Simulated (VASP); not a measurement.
## SiC: transverse stress against strain

SiC (wurtzite, P6_3mc, 10.328 Å³/atom and stress up to 0.18 GPa in the relaxed cell, c along z) under a strain ε along c (axis z), the other axes held. r2SCAN in VASP (plane waves, PAW), 600 eV, 12×12×6 Γ-centred mesh, Gaussian smearing 0.05 eV; ions are relaxed, or left where forces stay under 0.02 eV/Å, within the symmetry of each cell. Stress is positive for a compressed cell.

Here s stands for strain and y for stress xx.

```csv
strain (%),stress xx (GPa)
-1.50,0.64
-1.00,0.36
-0.50,0.09
0.00,-0.15
0.50,-0.38
1.00,-0.59
1.50,-0.78
3.00,?
```

Fit y of the 7 rows that show it with a straight line. Means: s 0, y -0.116. About the means, the sum of products is -3.3150 and the sum of squares of s is 7.0000; the slope is their ratio. Least squares gives y = -0.116 - 0.4736·s. Residuals (row less fit): 0.046, 0.002, -0.031, -0.034, -0.027, 0.000, 0.046; standard error 0.038 (degrees of freedom: 5). The slope gives the elastic constant C13 = 47 ± 1 GPa (± standard error of the fit, which holds the terms cut off).

Task: What does the fit predict for y at s = 3.00, and how far is the calculated value from it?

Result: y = -0.116 - 0.4736 × 3.0 = -1.537 GPa. The calculation gives -1.27 GPa, 0.267 GPa above the prediction (14.0 % of the range of y in the table). The row lies outside the fitted rows, so this is an extrapolation. From the scatter of the fitted rows alone, a prediction at this place has a standard error of 0.059 GPa, so the miss is 4.5 times that.

A polynomial of degree 2 through the 12 other runs of the series gives -1.25 there, so most of the miss is curvature that the fit leaves out. SiC is here the rare 2H polytype. Rows are the converged runs of the series near zero and its far end, less any whose ions stayed unrelaxed beside relaxed ones; series whose fitted rows scatter by over a few per cent of the range, as at a crossing or softening among them, aren't shown in this form. Most that stay on the fit to the last digits aren't either.
